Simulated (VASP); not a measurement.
Data:

```
TiB2
1.0
    3.01801     0.00000     0.00000
   -1.50900     2.61367     0.00000
    0.00000     0.00000     3.18646
Ti B
1 2
Cartesian
  0.00000   0.00000   0.00000
  0.00000   1.74245   1.59323
  1.50901   0.87122   1.59323
```

These are PBEsol GGA, VASP's PBE PAW potentials (set 64) (plane waves; VASP) values and carry that method's errors. Settings: 520 eV cut-off, Gaussian smearing of 0.050 eV, potentials Ti_sv B.

Task: Predict the band gap (along the path) with the smallest direct gap where there is one.

Result: 
| Item | Value |
|---|---|
| band gap (along the path) | none (metal, semimetal or under 0.01 eV) |

Only differences to runs with the same potentials and settings are physical.

The structure comes from a measured TiB2 entry (P6/mmm) of the Crystallography Open Database, whose conditions weren't checked. It was relaxed first.
